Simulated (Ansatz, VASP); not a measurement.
# SiO2 in two plane-wave programs, part 3 of 3

Wanted: the spread between two codes on one cell, functional and k mesh. The cell is taken from a series of runs on this material, whose earlier steps may have relaxed, scaled, displaced or heated it; both programs get it as it stands.

VASP 6.6.1 and Ansatz 0.2.0.

So far: Set-up; Ansatz: zone-centre phonons, LDA; VASP: zone-centre phonons, LDA.

## 3. VASP: zone-centre phonons, LDA (continued)

Level of this step: LDA; plane waves and PAW (O, Si) (VASP).

Numbers of over 12 decimals in the logs are rounded to 6 here.

OUTCAR, selected parts (step 3):

```text
ion  position               nearest neighbor table
   1  0.695  0.695  0.000-   5 1.75   5 1.75   6 1.79
   2  0.195  0.805  0.500-   6 1.75   6 1.75   5 1.79
   3  0.305  0.305  0.000-   5 1.75   5 1.75   6 1.79
   4  0.805  0.195  0.500-   6 1.75   6 1.75   5 1.79
   5  0.500  0.500  0.500-   1 1.75   3 1.75   1 1.75   3 1.75   2 1.79   4 1.79
   6  0.000  0.000  0.000-   2 1.75   4 1.75   2 1.75   4 1.75   3 1.79   1 1.79

  LATTYP: Found a simple tetragonal cell.
 ALAT       =     4.1384259002
 C/A-ratio  =     0.6417342804

 Subroutine GETGRP returns: Found 16 space group operations
 (whereof  8 operations were pure point group operations)

The static configuration has the point symmetry D_2h.
 The point group associated with its full space group is D_4h.

 Found     75 irreducible k-points:

   k-points           NKPTS =     75   k-points in BZ     NKDIM =     75   number of bands    NBANDS=     22

   dimension x,y,z NGX =    36 NGY =   36 NGZ =   24
   dimension x,y,z NGXF=    72 NGYF=   72 NGZF=   48

   ENCUT  =  600.0 eV  44.10 Ry    6.64 a.u.   8.27  8.27  5.30*2*pi/ulx,y,z

   NELECT =      32.0000    total number of electrons

 k-points in reciprocal lattice and weights: Automatic mesh
   0.00000000  0.00000000  0.00000000       0.002
   0.12500000  0.00000000  0.00000000       0.008
   0.25000000  0.00000000  0.00000000       0.008
   0.37500000  0.00000000  0.00000000       0.008
   0.50000000  0.00000000  0.00000000       0.004
   0.12500000  0.12500000  0.00000000       0.008
   0.25000000  0.12500000  0.00000000       0.016
   0.37500000  0.12500000  0.00000000       0.016
   0.50000000  0.12500000  0.00000000       0.008
[...]
0.50000000  0.37500000  0.50000000       0.008
   0.50000000  0.50000000  0.50000000       0.002

[...]
2     0.34405     3.77604     0.00000
    3     0.00000     0.00000     4.02084

 Eigenvectors and eigenvalues of the dynamical matrix
 ----------------------------------------------------

   1 f  =   28.877163 THz   181.440565 2PiTHz  963.238466 cm-1   119.426295 meV
             X         Y         Z           dx          dy          dz
      2.875411  2.875411  0.000000    -0.353553   -0.353553    0.000000
      0.806198  3.332228  1.327885     0.353553   -0.353553    0.000000
      1.263015  1.263015  0.000000     0.353553    0.353553   -0.000000
      3.332228  0.806198  1.327885    -0.353553    0.353553   -0.000000
      2.069213  2.069213  1.327885     0.000000   -0.000000   -0.000000
      0.000000  0.000000  0.000000     0.000000    0.000000    0.000000

   2 f  =   25.009157 THz   157.137169 2PiTHz  834.215691 cm-1   103.429517 meV
             X         Y         Z           dx          dy          dz
      2.875411  2.875411  0.000000    -0.313036   -0.107248   -0.000000
      0.806198  3.332228  1.327885     0.358093   -0.204307   -0.000000
      1.263015  1.263015  0.000000    -0.313036   -0.107248    0.000000
      3.332228  0.806198  1.327885     0.358093   -0.204307   -0.000000
      2.069213  2.069213  1.327885     0.366901    0.177159    0.000000
      0.000000  0.000000  0.000000    -0.434913    0.293117    0.000000

   3 f  =   25.009157 THz   157.137169 2PiTHz  834.215691 cm-1   103.429517 meV
             X         Y         Z           dx          dy          dz
      2.875411  2.875411  0.000000     0.204307    0.358093   -0.000000
      0.806198  3.332228  1.327885     0.107248   -0.313036   -0.000000
      1.263015  1.263015  0.000000     0.204307    0.358093    0.000000
      3.332228  0.806198  1.327885     0.107248   -0.313036    0.000000
      2.069213  2.069213  1.327885    -0.293117   -0.434913   -0.000000
      0.000000  0.000000  0.000000    -0.177159    0.366901    0.000000

   4 f  =   23.230197 THz   145.959632 2PiTHz  774.875960 cm-1    96.072331 meV
             X         Y         Z           dx          dy          dz
      2.875411  2.875411  0.000000     0.000000    0.000000   -0.447709
      0.806198  3.332228  1.327885     0.000000    0.000000    0.447709
      1.263015  1.263015  0.000000     0.000000    0.000000   -0.447709
      3.332228  0.806198  1.327885     0.000000    0.000000    0.447709
      2.069213  2.069213  1.327885     0.000000    0.000000    0.314824
      0.000000  0.000000  0.000000     0.000000    0.000000   -0.314824

   5 f  =   22.992952 THz   144.468979 2PiTHz  766.962327 cm-1    95.091166 meV
             X         Y         Z           dx          dy          dz
      2.875411  2.875411  0.000000    -0.353553   -0.353553    0.000000
      0.806198  3.332228  1.327885    -0.353553    0.353553    0.000000
      1.263015  1.263015  0.000000     0.353553    0.353553   -0.000000
      3.332228  0.806198  1.327885     0.353553   -0.353553   -0.000000
      2.069213  2.069213  1.327885     0.000000   -0.000000    0.000000
      0.000000  0.000000  0.000000    -0.000000    0.000000    0.000000

   6 f  =   20.163609 THz   126.691689 2PiTHz  672.585586 cm-1    83.389947 meV
             X         Y         Z           dx          dy          dz
      2.875411  2.875411  0.000000     0.000000    0.000000   -0.341878
      0.806198  3.332228  1.327885     0.000000    0.000000   -0.341878
      1.263015  1.263015  0.000000     0.000000    0.000000   -0.341878
      3.332228  0.806198  1.327885     0.000000    0.000000   -0.341878
      2.069213  2.069213  1.327885     0.000000    0.000000    0.515983
      0.000000  0.000000  0.000000     0.000000    0.000000    0.515983

   7 f  =   18.183529 THz   114.250484 2PiTHz  606.537251 cm-1    75.201001 meV
             X         Y         Z           dx          dy          dz
      2.875411  2.875411  0.000000    -0.227758   -0.256283    0.000000
      0.806198  3.332228  1.327885     0.111977    0.162315   -0.000000
      1.263015  1.263015  0.000000    -0.227758   -0.256283   -0.000000
      3.332228  0.806198  1.327885     0.111977    0.162315    0.000000
      2.069213  2.069213  1.327885    -0.275067   -0.375682   -0.000000
      0.000000  0.000000  0.000000     0.449915    0.517589    0.000000

   8 f  =   18.183529 THz   114.250484 2PiTHz  606.537251 cm-1    75.201001 meV
             X         Y         Z           dx          dy          dz
      2.875411  2.875411  0.000000     0.162315   -0.111977   -0.000000
      0.806198  3.332228  1.327885    -0.256283    0.227758   -0.000000
      1.263015  1.263015  0.000000     0.162315   -0.111977    0.000000
      3.332228  0.806198  1.327885    -0.256283    0.227758    0.000000
      2.069213  2.069213  1.327885     0.517589   -0.449915    0.000000
      0.000000  0.000000  0.000000    -0.375682    0.275067    0.000000

   9 f  =   17.951569 THz   112.793034 2PiTHz  598.799882 cm-1    74.241690 meV
             X         Y         Z           dx          dy          dz
      2.875411  2.875411  0.000000    -0.353553    0.353553   -0.000000
      0.806198  3.332228  1.327885     0.353553    0.353553   -0.000000
      1.263015  1.263015  0.000000     0.353553   -0.353553    0.000000
      3.332228  0.806198  1.327885    -0.353553   -0.353553    0.000000
      2.069213  2.069213  1.327885    -0.000000    0.000000   -0.000000
      0.000000  0.000000  0.000000     0.000000    0.000000    0.000000

  10 f  =   17.866639 THz   112.259405 2PiTHz  595.966937 cm-1    73.890450 meV
             X         Y         Z           dx          dy          dz
      2.875411  2.875411  0.000000     0.000000    0.000000    0.165744
      0.806198  3.332228  1.327885     0.000000   -0.000000   -0.687407
      1.263015  1.263015  0.000000    -0.000000    0.000000   -0.165744
      3.332228  0.806198  1.327885     0.000000   -0.000000    0.687407
      2.069213  2.069213  1.327885    -0.000000    0.000000    0.000000
      0.000000  0.000000  0.000000     0.000000   -0.000000    0.000000

  11 f  =   17.866639 THz   112.259405 2PiTHz  595.966937 cm-1    73.890450 meV
             X         Y         Z           dx          dy          dz
      2.875411  2.875411  0.000000     0.000000    0.000000    0.687407
      0.806198  3.332228  1.327885    -0.000000    0.000000    0.165744
      1.263015  1.263015  0.000000     0.000000   -0.000000   -0.687407
      3.332228  0.806198  1.327885    -0.000000   -0.000000   -0.165744
      2.069213  2.069213  1.327885     0.000000   -0.000000    0.000000
      0.000000  0.000000  0.000000    -0.000000   -0.000000    0.000000

  12 f  =   14.233060 THz    89.428951 2PiTHz  474.763766 cm-1    58.863178 meV
             X         Y         Z           dx          dy          dz
      2.875411  2.875411  0.000000    -0.006321    0.068746   -0.000000
      0.806198  3.332228  1.327885     0.379680    0.385802   -0.000000
      1.263015  1.263015  0.000000    -0.006321    0.068746   -0.000000
      3.332228  0.806198  1.327885     0.379680    0.385802    0.000000
      2.069213  2.069213  1.327885    -0.227065   -0.298146    0.000000
      0.000000  0.000000  0.000000    -0.336664   -0.388169    0.000000

  13 f  =   14.233060 THz    89.428951 2PiTHz  474.763766 cm-1    58.863178 meV
             X         Y         Z           dx          dy          dz
      2.875411  2.875411  0.000000    -0.385802    0.379680    0.000000
      0.806198  3.332228  1.327885    -0.068746   -0.006321   -0.000000
      1.263015  1.263015  0.000000    -0.385802    0.379680   -0.000000
      3.332228  0.806198  1.327885    -0.068746   -0.006321    0.000000
      2.069213  2.069213  1.327885     0.388169   -0.336664   -0.000000
      0.000000  0.000000  0.000000     0.298146   -0.227065    0.000000
    [... 43 further lines ...]
      2.069213  2.069213  1.327885     0.000000   -0.000000   -0.483489
      0.000000  0.000000  0.000000    -0.000000   -0.000000   -0.483489

 MACROSCOPIC STATIC DIELECTRIC TENSOR IONIC CONTRIBUTION
 ------------------------------------------------------
           7.126143    -0.000000    -0.000000
          -0.000000     7.126143    -0.000000
          -0.000000    -0.000000     5.170113
 ------------------------------------------------------

 ELASTIC MODULI CONTR FROM IONIC RELAXATION (kBar)
 Direction    XX          YY          ZZ          XY          YZ          ZX
 --------------------------------------------------------------------------------
 XX        -942.6634    320.4819    -64.0417      0.0000     -0.0000     -0.0000
 YY         320.4819   -942.6634    -64.0417     -0.0000      0.0000      0.0000
 ZZ         -64.0417    -64.0417    -13.1838     -0.0000      0.0000      0.0000
 XY           0.0000     -0.0000     -0.0000    -10.0182     -0.0000     -0.0000
 YZ          -0.0000      0.0000      0.0000     -0.0000    -74.1225      0.0000
 ZX          -0.0000      0.0000      0.0000     -0.0000      0.0000    -94.5961
 --------------------------------------------------------------------------------

 PIEZOELECTRIC TENSOR IONIC CONTR  for field in x, y, z        (C/m^2)
          XX          YY          ZZ          XY          YZ          ZX
  --------------------------------------------------------------------------------
  x    -0.00000    -0.00000    -0.00000    -0.00000    -0.00000    -0.00000
  y     0.00000     0.00000     0.00000    -0.00000     0.00000     0.00000
  z    -0.00000    -0.00000    -0.00000    -0.00000    -0.00000     0.00000
```

## 4. Side by side

Known differences besides the potentials themselves: fixed occupations in Ansatz, narrow Gaussian smearing in VASP; VASP's response is taken on the typed mesh, Ansatz refines its own for the field response alone; the cutoff is 420 eV in Ansatz and 600 eV in VASP; VASP's log shows a relativistic correction to its local exchange, Ansatz's none. Total energies have different zeros and are not compared.

Compared:

| quantity | Ansatz | VASP | difference |
| --- | --- | --- | --- |
| ε∞ xx | 3.36 | 3.34 | +0.70 % |
| ε∞ yy | 3.36 | 3.34 | +0.70 % |
| ε∞ zz | 3.54 | 3.51 | +0.76 % |
| Born charge of O1 (mean of the diagonal) (e) | -1.95 | -1.93 | -0.02 |
| Born charge of Si5 (mean of the diagonal) (e) | 3.89 | 3.86 | +0.03 |
| optical mode 1 (cm⁻¹) | 214.7 | 215.4 | -0.36 % |
| optical mode 2 (cm⁻¹) | 386.5 | 389.5 | -0.78 % |
| optical mode 3 to 4 (cm⁻¹) | 471.1 | 474.8 | -0.76 % |
| optical mode 5 to 6 (cm⁻¹) | 590.7 | 596.0 | -0.89 % |
| optical mode 7 (cm⁻¹) | 594.8 | 598.8 | -0.66 % |
| optical mode 8 to 9 (cm⁻¹) | 602.4 | 606.5 | -0.68 % |
| optical mode 10 (cm⁻¹) | 665.6 | 672.6 | -1.03 % |
| optical mode 11 (cm⁻¹) | 763.6 | 767.0 | -0.44 % |
| optical mode 12 (cm⁻¹) | 767.7 | 774.9 | -0.92 % |
| optical mode 13 to 14 (cm⁻¹) | 830.7 | 834.2 | -0.42 % |
| optical mode 15 (cm⁻¹) | 960.1 | 963.2 | -0.32 % |

Modes are paired by rising frequency, not by their patterns, so a pair may set unlike modes beside each other; they are those without the splitting of longitudinal modes.

## 5. What came out

```json
{
 "r.m.s. difference of the optical zone-centre modes, each program's sorted by frequency (zone-centre phonons, LDA)": "4.4 cm⁻¹",
 "difference in optical mode 10 (zone-centre phonons, LDA)": "-1.0 %"
}
```

The r.m.s. difference of the optical zone-centre modes, each program's sorted by frequency is 4.4 cm⁻¹ (zone-centre phonons, LDA). Among the rows given in per cent, the largest difference of the zone-centre phonons, LDA pair is in optical mode 10, -1.0 %. How closely two codes agree says nothing of how well the functional describes the real material.

[Lines on the potential files, build, host, timing and source positions are cut from VASP's logs without a mark.]

[Logs are printed without paths, hosts, clocks, repeated set-up lines and the standing remarks that a program may print on its own settings, such as how far it seeks lower states.]

[Hosts, paths, dates, database ids (printed as entryN), source tags and the programs' standing remarks are cut or masked in the printed files.]
